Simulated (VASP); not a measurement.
The system is PmTe.

```
Pm Te
1.0
     3.76291    0.00000    0.00000
     0.00000    3.76291    0.00000
     0.00000    0.00000    3.76291
Pm Te
1 1
Direct
  0.00000 0.00000 0.00000
  0.50000 0.50000 0.50000
```

The cell comes from a database or a generator and needn't be the stable form of this composition.

Base run:

```yaml
Program: VASP 6.6.1
Functional: PBEsol
Potentials_or_basis: VASP PAW PBE potentials, release 64 (Pm, Te)
Cutoff: 520 eV
k_mesh: 5 × 5 × 5
Occupations: gaussian, width 0.05 eV
Spin: collinear spin, ferromagnetic start
Starting_moments: "[4.0, 0.0] μB"
Fixed_moment: 4 μB
```

Its results: pressure 3.1 GPa; net moment 4.00 μB per cell; site moments Pm +4.17; Te -0.08 μB.

**Question.** The run is repeated on the same cell with these changes: fixed moment from 4 μB to none. What comes out?

**Answer.** Pressure 3.6 GPa; net moment 4.97 μB per cell; site moments Pm +4.54; Te -0.09 μB.

Caveats: the magnetic or orbital state may not be the lowest; the PAW data sets were made with another functional, which shifts forces and pressure a little; the total moment is fixed, so each spin has its own Fermi level (some runs).
